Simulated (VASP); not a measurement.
Calculation: r2SCAN meta-GGA, VASP's PBE PAW potentials (set 64) (plane waves; VASP).

VASP input:

**KPOINTS**
```
Automatic mesh
0
Gamma
7 7 2
0 0 0
```

**INCAR**
```
! general
SYSTEM   =  WSe2
PREC     =  Accurate
ENCUT    =  480
LREAL    =  .FALSE.
LASPH    =  .TRUE.   ! aspherical one-centre terms

! electronic loop
EDIFF    =  1E-6   ! SCF stop (eV)
NELM     =  100
ALGO     =  Normal   ! blocked Davidson
LMAXMIX  =  6
LMIXTAU  =  .TRUE.

! smearing
ISMEAR   =  0   ! Gaussian
SIGMA    =  0.05   ! width (eV)

! functional
METAGGA  =  R2SCAN

! ions
IBRION   =  2   ! conjugate gradients
NSW      =  60
ISIF     =  3   ! ions, shape and volume
EDIFFG   =  -0.02   ! ionic stop

! output
LWAVE    =  .FALSE.
LCHARG   =  .FALSE.
```

File POSCAR:
```
WSe2
1
    3.2708668359     0.0000000000     0.0000000000
   -1.6354334179     2.8326534506    -0.0000000000
   -0.0000000000     0.0000000000    13.0211420967
W Se
2 4
Direct
  0.6666670000   0.3333330000   0.7500000000
  0.3333330000   0.6666670000   0.2500000000
  0.6666670000   0.3333330000   0.3789196041
  0.3333330000   0.6666670000   0.8789196041
  0.3333330000   0.6666670000   0.6210803959
  0.6666670000   0.3333330000   0.1210803959
```

POTCAR, in this order: W_sv Se (PBE.64 set). Program: vasp_std.

Energy and stress use the plane-wave basis of the starting cell.

Problem. Predict the energy per atom (σ→0), volume per atom.

Solution. 
- energy per atom (σ→0) = -27265 meV/atom
- volume per atom = 21.69 Å³/atom

File OSZICAR:
```
...
DAV:  10    -0.163591644488E+03   -0.19811E-04   -0.13444E-05  1226   0.281E-02    0.387E-03
DAV:  11    -0.163591642778E+03    0.17093E-05   -0.44608E-06   948   0.167E-02    0.190E-03
DAV:  12    -0.163591649687E+03   -0.69092E-05   -0.28994E-06   898   0.134E-02    0.845E-04
DAV:  13    -0.163591648492E+03    0.11952E-05   -0.15522E-07   552   0.338E-03    0.499E-04
DAV:  14    -0.163591650042E+03   -0.15494E-05   -0.62638E-08   524   0.189E-03    0.427E-04
DAV:  15    -0.163591648509E+03    0.15322E-05   -0.26884E-08   517   0.135E-03    0.202E-04
DAV:  16    -0.163591648907E+03   -0.39744E-06   -0.72418E-09   517   0.611E-04
  10 F= -.16359165E+03 E0= -.16359165E+03  d E =-.784995E-03
```

The compound is WSe2 in the 2H layered structure. This run relaxes it. Symmetry was kept, so distortions that lower it aren't found. The start is the result of an earlier pass.
